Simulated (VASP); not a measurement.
Here is a VASP 6.6.1 calculation.

The input INCAR:

```
PREC = Accurate
ENCUT = 520
EDIFF = 1E-6
ISMEAR = -1
SIGMA = 0.02
LREAL = Auto
LASPH = True
NELM = 100
ALGO = Normal
ISIF = 2
LWAVE = False
LCHARG = False
GGA = PE
IVDW = 12
NBANDS = 60
```

Contents of KPOINTS:

```
Automatic mesh
0
Gamma
  1 1 1
```

Contents of POSCAR:

```
H20CO9
1.0
    7.3625330000      0.0000000000      0.0000000000
    0.0000000000      7.3625330000      0.0000000000
    0.0000000000      0.0000000000      7.3625330000
O H C
9 20 1
Direct
    0.6458782596      0.3674822238      0.9659175721
    0.6271075457      0.2824978849      0.5029247407
    0.1502064575      0.9274797138      0.8430522485
    0.4724325175      0.6376745612      0.4576685768
    1.1628606622     -0.1480604569      0.2494386103
    0.0133513833      0.5820551161      0.7317182823
    0.4471830551      0.0954698607      0.1589262826
    1.1284974886      0.2631159684      0.7234330902
    0.2068989029      0.4365617105      0.1574186493
    0.6481736652      0.3975533964      0.8361796137
    0.6874264604      0.4849825461      1.0128307744
    0.6074404013      0.4183478702      0.5387683831
    0.5639635164      0.2013709141      0.5741366456
    0.2720395277      0.8964985284      0.8359215504
    0.1463083425      1.0720766888      0.8381218801
    0.4867482428      0.6413689419      0.3141989313
    0.3687725406      0.5630670857      0.4612678816
    1.1629557382     -0.1230011465      0.1266411981
    1.2230030073     -0.2733977559      0.2652212221
    0.0114091169      0.6963771843      0.8124649492
    0.0129982439      0.6390192071      0.6083911610
    0.3240325035      0.0474293290      0.2142876643
    0.4769146705      0.2124404740      0.2115304611
    1.1185280935      0.4071560698      0.7309033454
    1.0357169197      0.2512722184      0.6281669637
    0.0016298738      0.3976756369      0.3187082489
    0.2695675524      0.3807928603      0.0571406607
    0.0540710649      0.2013301672      0.1895407464
    0.2063284470      0.2636864242      0.3890101409
    0.1157482079      0.3107354493      0.2702874133
```

Potentials or basis: VASP PAW PBE potentials, release 64 (O, H, C).

Launch:

```console
$ cat potpaw_PBE.64/O/POTCAR potpaw_PBE.64/H/POTCAR potpaw_PBE.64/C/POTCAR > POTCAR
$ mpirun -np 1 vasp_gam > vasp.out
```

Problem. Estimate the largest force.

Solution. 4.744 eV/Å.

Problem. Estimate the pressure.

Solution. -1.1 GPa.

Problem. What does it give for the dispersion energy per atom?

Solution. -0.027 eV.

Problem. Predict the band gap on the k mesh.

Solution. 3.57 eV, direct.

Stress tensor (GPa, compression positive):
```
 0.48  0.70 -0.99
 0.70 -2.98 -0.52
-0.99 -0.52 -0.91
```

PBE gaps usually lie below the measured ones, often by a third to a half.
